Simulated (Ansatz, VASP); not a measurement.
**SmY: VASP beside Ansatz**

One calculation is typed for both programs; each brings its own data sets and cutoff. How far apart do they land? The cell is invented: As first built, before any earlier steps moved the atoms (in the runner's words): it takes the HoIn structure with all of its atoms replaced by other elements, volume scaled by an estimate. It may not be a known or stable phase. The cell is taken from a series of VASP runs on this material, whose earlier steps may have relaxed, scaled or displaced it; both programs get it as it stands.

Method: plane waves, with VASP 6.6.1 beside it; zone-centre phonons at PBEsol with D3(BJ), in Ansatz 0.2.0.

In doubt: a part-filled 4f shell, where there is one, can sit in one of many states, so energies may not be the lowest and differences between runs may mislead; derivatives with an open 4f shell can jump between states, which bears on forces and vibrations.

## (1) Starting point

Symmetry: Pm-3m, No. 221, cubic system. The conventional cell has a = 3.896 Å, b = 3.896 Å, c = 3.896 Å, α = 90.00°, β = 90.00°, γ = 90.00°. Nearest to Sm lie 8 Y at 3.37 Å. Nearest to Y lie 8 Sm at 3.37 Å. As first built, before any earlier steps moved the atoms (in the runner's words): sites of the HoIn structure (space group 221) filled with other elements, volume scaled by an estimate. Farther neighbours are not listed.

## (2) VASP: zone-centre phonons, PBEsol with D3(BJ)

Second derivatives magnify differences that forces hide, and they need a tight electronic threshold.

Lines of VASP's logs that name or quote its potential files are left out, and so is its time.

File INCAR:

```
SYSTEM = SmY
PREC = Accurate
ENCUT = 450
EDIFF = 1E-08
NELM = 100
ISMEAR = 1
SIGMA = 0.2
LREAL = .FALSE.
ALGO = Normal
GGA = PS
IVDW = 12
ISPIN = 2
MAGMOM = 5.56 0.242
LMAXMIX = 6
LORBIT = 11
LWAVE = .FALSE.
LCHARG = .FALSE.
IBRION = 6
NFREE = 2
POTIM = 0.015
ISIF = 2
NSW = 1
```

File POSCAR:

```
SmY
1.0
    3.8959839457      0.0000000000      0.0000000000
    0.0000000000      3.8959839457      0.0000000000
    0.0000000000      0.0000000000      3.8959839457
Sm Y
1 1
Direct
    0.0000000000      0.0000000000      0.0000000000
    0.5000000000      0.5000000000      0.5000000000
```

File KPOINTS:

```
Automatic mesh
0
Gamma
5 5 5
0 0 0
```

Potentials, in the order of the species: Sm and Y_sv (PBE family, release 64).

Started as:

```sh
> mpirun -np 1 vasp_std
```

Numbers of over 12 decimals in the logs are rounded to 6 here.

What it wrote:

```text
[banner, memory and clock lines left out]
running    1 mpi-ranks, on    1 nodes
 distrk:  each k-point on    1 cores,    1 groups
 distr:  one band on    1 cores,    1 groups

 POSCAR found type information on POSCAR SmY
 POSCAR found :  2 types and       2 ions
|                                                                             |
|               ----> ADVICE to this user running VASP <----                  |
|                                                                             |
|     You enforced a specific xc type in the INCAR file but a different       |
|     [... a line on the potential file left out ...]
|     I HOPE YOU KNOW WHAT YOU ARE DOING!                                     |
|                                                                             |

 LDA part: xc-table for (Slater+PW92), standard interpolation
 POSCAR, INCAR and KPOINTS ok, starting setup
 FFT: planning ... GRIDC
 FFT: planning ... GRID_SOFT
 FFT: planning ... GRID
 WAVECAR not read
 entering main loop
       N       E                     dE             d eps       ncg     rms          rms(c)
DAV:   1     0.168535111579E+03    0.16854E+03   -0.10135E+04   988   0.439E+03
DAV:   2     0.112863450687E+02   -0.15725E+03   -0.14777E+03  1052   0.440E+02
DAV:   3    -0.117840645725E+02   -0.23070E+02   -0.22111E+02  1356   0.141E+02
DAV:   4    -0.147840335785E+02   -0.30000E+01   -0.28939E+01  1600   0.368E+01
DAV:   5    -0.150162403241E+02   -0.23221E+00   -0.22730E+00  1384   0.103E+01    0.365E+01
DAV:   6    -0.173572926186E+02   -0.23411E+01   -0.53753E+00  1376   0.258E+01    0.378E+01
DAV:   7    -0.185346877501E+02   -0.11774E+01   -0.11341E+01  1032   0.654E+01    0.585E+01
DAV:   8    -0.170527561450E+02    0.14819E+01   -0.14602E+00  1404   0.257E+01    0.196E+01
DAV:   9    -0.194384141700E+02   -0.23857E+01   -0.15405E+01  1288   0.633E+01    0.619E+01
DAV:  10    -0.159727929194E+02    0.34656E+01   -0.13864E+01  1240   0.424E+01    0.219E+01
DAV:  11    -0.161828038614E+02   -0.21001E+00   -0.15463E+00  1432   0.153E+01    0.162E+01
DAV:  12    -0.161454326012E+02    0.37371E-01   -0.34728E-01  1368   0.772E+00    0.137E+01
DAV:  13    -0.161813007505E+02   -0.35868E-01   -0.84329E-02  1548   0.318E+00    0.134E+01
DAV:  14    -0.161688147836E+02    0.12486E-01   -0.92074E-03  1352   0.103E+00    0.126E+01
[...]
DAV:  25    -0.161515486317E+02    0.46606E-05   -0.21193E-05  1488   0.786E-02    0.190E-01
DAV:  26    -0.161515470829E+02    0.15489E-05   -0.49035E-06  1492   0.302E-02    0.421E-02
DAV:  27    -0.161515465697E+02    0.51319E-06   -0.21488E-06  1488   0.144E-02    0.326E-02
DAV:  28    -0.161515463093E+02    0.26034E-06   -0.77144E-07  1336   0.869E-03    0.115E-02
DAV:  29    -0.161515462365E+02    0.72826E-07   -0.34072E-07  1092   0.670E-03    0.403E-03
DAV:  30    -0.161515462500E+02   -0.13503E-07   -0.92433E-08   988   0.334E-03    0.449E-03
DAV:  31    -0.161515462256E+02    0.24393E-07   -0.44792E-08   832   0.247E-03    0.334E-03
DAV:  32    -0.161515462204E+02    0.52523E-08   -0.20594E-08   768   0.205E-03
   1 F= -.17082973E+02 E0= -.17083955E+02  d E =0.294826E-02  mag=     6.4220
[...]
2 F= -.17082709E+02 E0= -.17083692E+02  d E =0.295017E-02  mag=     6.4220
[...]
3 F= -.17082709E+02 E0= -.17083696E+02  d E =0.296261E-02  mag=     6.4220
[...]
4 F= -.17082703E+02 E0= -.17083689E+02  d E =0.295537E-02  mag=     6.4220
 Finite differences progress:
  Degree of freedom:   2/  2
  Displacement:        1/  2
  Total:               3/  4
 bond charge predicted
       N       E                     dE             d eps       ncg     rms          rms(c)
DAV:   1    -0.161446197779E+02    0.66575E-02   -0.15593E+00  1460   0.731E+00    0.237E-01
DAV:   2    -0.161514518673E+02   -0.68321E-02   -0.70314E-02  2184   0.251E+00    0.327E-01
DAV:   3    -0.161518337443E+02   -0.38188E-03   -0.39642E-03  2476   0.857E-01    0.508E-01
DAV:   4    -0.161514226671E+02    0.41108E-03   -0.99822E-04  2640   0.517E-01    0.132E-01
DAV:   5    -0.161512726167E+02    0.15005E-03   -0.41226E-04  2624   0.184E-01    0.653E-02
DAV:   6    -0.161512771998E+02   -0.45831E-05   -0.14404E-04  2384   0.781E-02    0.227E-02
DAV:   7    -0.161512771568E+02    0.42946E-07   -0.26502E-05  2560   0.443E-02    0.129E-02
DAV:   8    -0.161512770703E+02    0.86591E-07   -0.54763E-06  2444   0.278E-02    0.850E-03
DAV:   9    -0.161512772908E+02   -0.22055E-06   -0.18116E-06  2520   0.211E-02    0.612E-03
DAV:  10    -0.161512771882E+02    0.10261E-06   -0.13460E-06  2552   0.220E-02    0.542E-03
DAV:  11    -0.161512773092E+02   -0.12104E-06   -0.28097E-07  2328   0.873E-03    0.443E-03
DAV:  12    -0.161512772289E+02    0.80393E-07   -0.34006E-07  2480   0.115E-02    0.111E-03
DAV:  13    -0.161512772326E+02   -0.36998E-08   -0.34086E-08  1596   0.214E-03
   5 F= -.17082703E+02 E0= -.17083689E+02  d E =0.295788E-02  mag=     6.4220
 Finite differences progress:
  Degree of freedom:   2/  2
  Displacement:        2/  2
  Total:               4/  4
```

OUTCAR, selected parts (step 2):

```text
ion  position               nearest neighbor table
   1  0.000  0.000  0.000-   2 3.37   2 3.37   2 3.37   2 3.37   2 3.37   2 3.37   2 3.37   2 3.37

  LATTYP: Found a simple cubic cell.
 ALAT       =     3.8959839457

 Subroutine GETGRP returns: Found 48 space group operations
 (whereof 48 operations were pure point group operations)

The static configuration has the point symmetry O_h .

 Found     10 irreducible k-points:

   k-points           NKPTS =     10   k-points in BZ     NKDIM =     10   number of bands    NBANDS=     20

   dimension x,y,z NGX =    28 NGY =   28 NGZ =   28
   dimension x,y,z NGXF=    56 NGYF=   56 NGZF=   56

   ENCUT  =  450.0 eV  33.07 Ry    5.75 a.u.   6.74  6.74  6.74*2*pi/ulx,y,z

   NELECT =      27.0000    total number of electrons

 k-points in reciprocal lattice and weights: Automatic mesh
   0.00000000  0.00000000  0.00000000       0.008
   0.20000000  0.00000000  0.00000000       0.048
   0.40000000  0.00000000  0.00000000       0.048
   0.20000000  0.20000000  0.00000000       0.096
   0.40000000  0.20000000  0.00000000       0.192
   0.40000000  0.40000000  0.00000000       0.096
   0.20000000  0.20000000  0.20000000       0.064
   0.40000000  0.20000000  0.20000000       0.192
   0.40000000  0.40000000  0.20000000       0.192
   0.40000000  0.40000000  0.40000000       0.064

 Edisp (eV)   -0.93143

 average (electrostatic) potential at core
       1 -40.3200       2 -36.8292

 E-fermi :   3.5414

 spin component 1
 k-point     1 :       0.0000    0.0000    0.0000
  band No.  band energies     occupation
    ...
     14       3.4068      0.95004
     15       3.4068      0.94998
     16       3.4311      0.89705
     17       3.4311      0.89705
     18       3.4312      0.89677
     19       5.3274     -0.00000
     20       5.3282     -0.00000

 k-point     2 :       0.2000    0.0000    0.0000
  band No.  band energies     occupation
    ...
     14       3.3685      1.00473
     15       3.3685      1.00473
     16       3.4509      0.84283
     17       3.4509      0.84283
     18       3.4523      0.83874
     19       5.2776     -0.00000
     20       5.2776     -0.00000

 k-point     3 :       0.4000    0.0000    0.0000
  band No.  band energies     occupation
    ...
     13       3.2943      1.03544
     14       3.2943      1.03544
     15       3.2967      1.03546
     16       3.5127      0.62018
     17       3.5127      0.62018
     18       3.6317      0.15754
     19       4.9630     -0.00000
     20       5.4141     -0.00000

 k-point     4 :       0.2000    0.2000    0.0000
  band No.  band energies     occupation
    ...
     14       3.3787      0.99341
     15       3.4093      0.94538
     16       3.4169      0.92983
     17       3.4259      0.90971
     18       3.5215      0.58382
     19       4.6476     -0.00000
     20       4.9070     -0.00000

 k-point     5 :       0.4000    0.2000    0.0000
  band No.  band energies     occupation
    ...
     13       3.2833      1.03486
     14       3.3187      1.03325
     15       3.3389      1.02635
     16       3.4522      0.83893
     17       3.5060      0.64732
     18       3.8008     -0.03473
     19       4.4455     -0.00000
     20       4.4855     -0.00000

 k-point     6 :       0.4000    0.4000    0.0000
  band No.  band energies     occupation
    ...
     13       3.3337      1.02867
     14       3.3825      0.98863
     15       3.4089      0.94598
     16       3.4307      0.89799
     17       3.4389      0.87684
     18       3.7577     -0.03164
     19       3.9565     -0.00621
     20       4.8274     -0.00000

 Edisp (eV)   -0.93143

  Total      -0.00746    -0.00572    -0.00572     0.00000     0.00000     0.00000
  in kB      -0.20202    -0.15485    -0.15485     0.00000     0.00000     0.00000
  external pressure =       -0.17 kB  Pullay stress =        0.00 kB

  energy-cutoff  :      450.00
  volume of cell :       59.14
      direct lattice vectors                 reciprocal lattice vectors
     3.895983946  0.000000000  0.000000000     0.256674569  0.000000000  0.000000000
     0.000000000  3.895983946  0.000000000     0.000000000  0.256674569  0.000000000
     0.000000000  0.000000000  3.895983946     0.000000000  0.000000000  0.256674569

 POSITION                                       TOTAL-FORCE (eV/Angst)
 -----------------------------------------------------------------------------------
      0.00000      0.00000      0.00000        -0.035786     -0.000000      0.000000
      1.93299      1.94799      1.94799         0.035786      0.000000     -0.000000
 -----------------------------------------------------------------------------------
    total drift:                                0.000075      0.000000     -0.000000

  FREE ENERGIE OF THE ION-ELECTRON SYSTEM (eV)
  ---------------------------------------------------
  free  energy   TOTEN  =       -17.0827034641 eV

  energy  without entropy=      -17.0856613403  energy(sigma->0) =      -17.08368942

 Eigenvectors and eigenvalues of the dynamical matrix
 ----------------------------------------------------

   1 f  =    3.229249 THz    20.289969 2PiTHz  107.716149 cm-1    13.355094 meV
             X         Y         Z           dx          dy          dz
      0.000000  0.000000  0.000000    -0.000000    0.608469   -0.000000
      1.947992  1.947992  1.947992     0.000000   -0.793578   -0.000000

   2 f  =    3.229249 THz    20.289969 2PiTHz  107.716149 cm-1    13.355094 meV
             X         Y         Z           dx          dy          dz
      0.000000  0.000000  0.000000     0.000000    0.000000   -0.608469
      1.947992  1.947992  1.947992    -0.000000    0.000000    0.793578

   3 f  =    3.229249 THz    20.289969 2PiTHz  107.716149 cm-1    13.355094 meV
             X         Y         Z           dx          dy          dz
      0.000000  0.000000  0.000000     0.608469   -0.000000    0.000000
      1.947992  1.947992  1.947992    -0.793578   -0.000000    0.000000

   4 f/i=    0.004491 THz     0.028218 2PiTHz    0.149805 cm-1     0.018573 meV
             X         Y         Z           dx          dy          dz
      0.000000  0.000000  0.000000    -0.014116   -0.322867   -0.724792
      1.947992  1.947992  1.947992    -0.010824   -0.247555   -0.555728

   5 f/i=    0.004491 THz     0.028218 2PiTHz    0.149805 cm-1     0.018573 meV
             X         Y         Z           dx          dy          dz
      0.000000  0.000000  0.000000     0.792998    0.018792   -0.023816
      1.947992  1.947992  1.947992     0.608024    0.014409   -0.018261

   6 f/i=    0.004491 THz     0.028218 2PiTHz    0.149805 cm-1     0.018573 meV
             X         Y         Z           dx          dy          dz
      0.000000  0.000000  0.000000     0.026853   -0.724686    0.322296
      1.947992  1.947992  1.947992     0.020589   -0.555647    0.247118

 ELASTIC MODULI CONTR FROM IONIC RELAXATION (kBar)
 Direction    XX          YY          ZZ          XY          YZ          ZX
 --------------------------------------------------------------------------------
 XX           0.0000      0.0000      0.0000      0.0000      0.0000      0.0000
 YY           0.0000      0.0000      0.0000      0.0000      0.0000      0.0000
 ZZ           0.0000      0.0000      0.0000      0.0000      0.0000      0.0000
 XY           0.0000      0.0000      0.0000      0.0000      0.0000      0.0000
 YZ           0.0000      0.0000      0.0000      0.0000      0.0000      0.0000
 ZX           0.0000      0.0000      0.0000      0.0000      0.0000      0.0000
 --------------------------------------------------------------------------------

 total charge
# of ion       s       p       d       f       tot
--------------------------------------------------
    1        2.080   5.567   0.539   5.481  13.668
    2        2.319   6.214   1.026   0.011   9.571
--------------------------------------------------
tot          4.399  11.782   1.565   5.493  23.239

 magnetization (x)
# of ion       s       p       d       f       tot
--------------------------------------------------
    1       -0.006  -0.061   0.169   5.459   5.561
    2        0.002   0.081   0.155   0.005   0.242
--------------------------------------------------
tot         -0.004   0.020   0.323   5.464   5.803

[... 6 further parts left out ...]
```

CONTCAR:

```
SmY
   1.00000000000000
     3.8959839456999998    0.0000000000000000    0.0000000000000000
     0.0000000000000000    3.8959839456999998    0.0000000000000000
     0.0000000000000000    0.0000000000000000    3.8959839456999998
  Sm              Y
     1     1
Direct
     0.0000000000000000    0.0000000000000000    0.0000000000000000
     0.4961498814653599    0.5000000000000000    0.5000000000000000
```

The cell holds one magnetic atom, so no antiferromagnetic order fits into it. The last energy, forces, stress and levels in OUTCAR belong to the last displaced cell, not to the cell of POSCAR. Without U or exact exchange, f electrons of an open shell come out too delocalised. LASPH is off, so gradient terms of the non-spherical density inside the spheres are left out; for open d or f shells this can shift gaps and moments. The PAW data sets were made with PBE, which is usual practice but a small mismatch for other functionals.

(Part 1 of 2 ends here.)

[Lines on the potential files, build, host, timing and source positions are cut from VASP's logs without a mark.]

[Logs are printed without paths, hosts, clocks, repeated set-up lines and the standing remarks that a program may print on its own settings, such as how far it seeks lower states.]

[Hosts, paths, dates, database ids (printed as entryN), source tags and the programs' standing remarks are cut or masked in the printed files.]
